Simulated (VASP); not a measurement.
```xyz
4
Lattice="5.9345 0.0000 0.0000 -2.9672 5.1394 0.0000 0.0000 0.0000 6.9652" Properties=species:S:1:pos:R:3 pbc="T T T"
Cs     2.9672     1.7131     0.4329
Cs     0.0000     3.4263     3.9155
Cl     2.9672     1.7131     3.9217
Cl     0.0000     3.4263     0.4391
```

All values below come from r2SCAN meta-GGA, VASP's PBE PAW potentials (set 64) (plane waves; VASP). Settings: 480 eV cut-off, 4×4×4 Γ-centred mesh, Gaussian smearing of 0.050 eV, potentials Cs_sv Cl.

Energy and stress use the plane-wave basis of the starting cell.

### Question
The ions, cell shape and volume at an external pressure of 10.0 GPa are relaxed. Predict the relaxed structure.

### Answer

```xyz
4
Lattice="5.2130 0.0000 0.0000 -2.6065 4.5146 0.0000 0.0000 0.0000 6.2449" Properties=species:S:1:pos:R:3 pbc="T T T"
Cs     2.6065     1.5048     0.3901
Cs     0.0000     3.0097     3.5126
Cl     2.6065     1.5048     3.5142
Cl     0.0000     3.0097     0.3918
```
Space group P6_3/mmc (194), at a tolerance of 0.03 Å.

### Question
How do energy and volume change from the first to the last step?

### Answer
The energy (σ→0) changes by +355.6 meV/atom and the volume by -30.8 %, in 10 ionic steps.

The structure was generated: CsCl was put into the wurtzite type (P6_3mc), which need not be its known phase. This run relaxes it under an external pressure of 10 GPa. It ends in space group P6_3/mmc. Symmetry was kept, so distortions that lower it aren't found.
